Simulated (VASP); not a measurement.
Given:

```
CELL_PARAMETERS angstrom
      3.42231     0.00000     0.00000
     -1.71116     2.96381     0.00000
      0.00000     0.00000    13.02413
ATOMIC_POSITIONS crystal
  Ta 0.33333 0.66667 0.25000
  Ta 0.66667 0.33333 0.75000
  Se 0.33333 0.66667 0.87817
  Se 0.66667 0.33333 0.12183
  Se 0.66667 0.33333 0.37817
  Se 0.33333 0.66667 0.62183
```

The numbers are results of PBEsol GGA, VASP's PBE PAW potentials (set 64) (plane waves; VASP), not measurements. Numerical set-up: 400 eV cut-off, Gaussian smearing of 0.050 eV, potentials Ta_pv Se.

Without a dispersion term in the relaxation, distances and binding between the weakly bound layers, chains or molecules are unreliable, and so is what depends on them.

Question: Give the energies of bands 13 to 26 at the high-symmetry points, in eV from the Fermi level.

Answer: 
```csv
band,Γ,M,K,A,L,H
13,-2.65,-4.55,-4.71,-1.90,-4.54,-4.68
14,-1.92,-4.41,-4.60,-1.90,-4.54,-4.68
15,-1.92,-4.02,-3.99,-1.90,-3.58,-3.83
16,-1.89,-3.29,-3.71,-1.90,-3.58,-3.83
17,-1.89,-2.55,-3.30,-1.61,-2.50,-3.54
18,-0.83,-2.43,-3.30,-1.61,-2.50,-3.54
19,-0.83,-1.65,-2.95,-0.80,-1.60,-2.58
20,-0.76,-1.49,-2.95,-0.80,-1.60,-2.58
21,-0.76,-0.96,-1.59,-0.80,-0.83,-1.76
22,-0.23,-0.71,-1.59,-0.80,-0.83,-1.76
23,0.31,-0.53,0.57,1.02,-0.37,0.68
24,1.24,-0.25,0.81,1.02,-0.37,0.68
25,3.32,3.29,2.25,3.30,3.29,2.25
26,3.33,3.32,2.25,3.31,3.29,2.25
```

It has no gap at this level: it comes out as a metal or semimetal.

The structure comes from a computed database's TaSe2 entry (P6_3/mmc); how it stands against other phases isn't given here. It was relaxed first, which changed the volume by -6 %.
